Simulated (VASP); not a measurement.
Set up this calculation in VASP 6.6.1, as the native input.

```yaml
Task: single point
Functional: PBE
Dispersion: D3(BJ)
Potentials_or_basis: VASP PAW PBE potentials, release 64 (Cl, H, O)
Cutoff: 520 eV
k_mesh: 1 × 1 × 1
Occupations: fermi-dirac, width 0.02 eV
Spin: no spin polarisation
Dipole_correction: no
Further_INCAR_settings: LREAL = Auto; ALGO = Normal; EDIFF = 1e-06; NBANDS = 58
```

The structure of H3ClO lies in POSCAR:

```
H3ClO
1.0
    7.1433050000      0.0000000000      0.0000000000
    0.0000000000      7.1433050000      0.0000000000
    0.0000000000      0.0000000000      7.1433050000
Cl H O
5 15 5
Direct
   -0.0088474453      0.4892273254      0.9645675216
   -0.0145030907     -0.1009476706      0.8023456929
    0.3927453749      0.4265812534      0.2476444727
    0.6944684568      0.5487655924      0.5976785256
    0.4739962804      0.1593100113      0.7169370480
   -0.0503408436      0.6661622316      1.0259676718
    0.0228745658     -0.2351012592      0.6604785880
    0.2330713864      0.3632912216      0.1716992345
    0.6505952077      0.6516171436      0.4451440895
    0.5764278580      0.3007851408      0.6760736102
    0.8712493727      0.1975836115      0.2640514440
    0.8087712900      0.0264303428      0.3457223232
    0.5151397007      0.9395510901      0.4299690409
    0.5412760620      0.8593361196      0.2232580017
    0.1600519647      0.7407495550      0.3431324856
    0.1835004945      0.5524053642      0.4380325354
    0.6304644699      0.8339277127      0.9135127228
    0.4226754982      0.7627141778      0.9029293863
    0.1171166568      0.0275362735      0.2366131644
    0.3002251759     -0.0098133847      0.0833787722
    0.9026774021      0.1194825084      0.3720966695
    0.6005063483      0.8579082092      0.3519239344
    0.0961039743      0.6572727890      0.4410703449
    0.5275709213      0.8031856403      0.9935457047
    0.2130666407     -0.0564304618      0.1887221671
```

The cell was built by a generator and needn't be a form met in nature.

One way to write it, as run:

INCAR

```
SYSTEM = H3ClO
  PREC = Accurate
  ENCUT = 520
  EDIFF = 1E-6
  ISMEAR = -1
  SIGMA = 0.02
  LREAL = Auto
  LASPH = .TRUE.
  NELM = 100
  ALGO = Normal
  ISIF = 2
  LWAVE = .FALSE.
  LCHARG = .TRUE.
  GGA = PE
  IVDW = 12
  LELF = .TRUE.
  LVHAR = .TRUE.
  NBANDS = 58
```

KPOINTS

```
Automatic mesh
0
G
  1 1 1
  0 0 0
```

Potentials or basis: VASP PAW PBE potentials, release 64 (Cl, H, O).

Launch:

```console
$ cat potpaw_PBE.64/Cl/POTCAR potpaw_PBE.64/H/POTCAR potpaw_PBE.64/O/POTCAR > POTCAR
$ mpirun -np 1 vasp_gam > vasp.out
```

Results of the run:

The pressure is -1.0 GPa and the largest force is 2.807 eV/Å. The band gap on the k mesh is 4.71 eV, direct and the dispersion energy per atom is -0.050 eV.

Run time: 70 s on 1 thread of Intel(R) Xeon(R) Platinum 8259CL CPU @ 2.50GHz (Skylake/Cascade Lake) (shared host), peak memory 0.37 GiB.
